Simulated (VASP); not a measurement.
Here is the system:

```xyz
2
Lattice="4.1200 0.0000 0.0000 0.0000 4.1200 0.0000 0.0000 0.0000 4.1200" Properties=species:S:1:pos:R:3 pbc="T T T"
Cs     0.0000     0.0000     0.0000
Cl     2.0600     2.0600     2.0600
```

The numbers are results of LDA (Ceperley-Alder, Perdew-Zunger), VASP's LDA PAW potentials (set 64) (plane waves; VASP), not measurements. Numerical set-up: 520 eV cut-off, 6×6×6 Γ-centred mesh, Gaussian smearing of 0.050 eV, potentials Cs_sv Cl.

Energy and stress use the plane-wave basis of the starting cell.

Q: The ions, cell shape and volume are relaxed. Give the cell that the relaxation ends in.

A: 
```xyz
2
Lattice="3.9763 0.0000 0.0000 0.0000 3.9763 0.0000 0.0000 0.0000 3.9763" Properties=species:S:1:pos:R:3 pbc="T T T"
Cs     0.0000     0.0000     0.0000
Cl     1.9882     1.9882     1.9882
```
Space group Pm-3m (221), at a tolerance of 0.03 Å.

Q: How do energy and volume change from the first to the last step?

A: The energy (σ→0) changes by -24.9 meV/atom and the volume by -10.1 %, in 4 ionic steps.

The compound is CsCl in the CsCl type structure. This run relaxes it. Symmetry was kept, so distortions that lower it aren't found.
